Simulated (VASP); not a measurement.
Data:

```
CdF2
1.0
    0.00000     2.69500     2.69500
    2.69500     0.00000     2.69500
    2.69500     2.69500     0.00000
Cd F
1 2
Cartesian
  0.00000   0.00000   0.00000
  1.34750   1.34750   1.34750
  4.04250   4.04250   4.04250
```

Computed with rev-vdW-DF2, VASP's PBE PAW potentials (set 64) (plane waves; VASP). Run with 520 eV cut-off, 7×7×7 Γ-centred mesh, Gaussian smearing of 0.050 eV, potentials Cd F.

Energy and stress use the plane-wave basis of the starting cell.

Question: The ions, cell shape and volume are relaxed. Give the cell that the relaxation ends in.

Answer: 
```
CdF2
1.0
    0.00000     2.71860     2.71860
    2.71860     0.00000     2.71860
    2.71860     2.71860     0.00000
Cd F
1 2
Direct
  0.00000   0.00000   0.00000
  0.25000   0.25000   0.25000
  0.75000   0.75000   0.75000
```
Space group Fm-3m (225), at a tolerance of 0.03 Å.

Question: How do energy and volume change from the first to the last step?

Answer: The energy (σ→0) changes by -3.1 meV/atom and the volume by +2.7 %, in 3 ionic steps.

The compound is CdF2 in the fluorite structure. This run relaxes it. Symmetry was kept, so distortions that lower it aren't found.
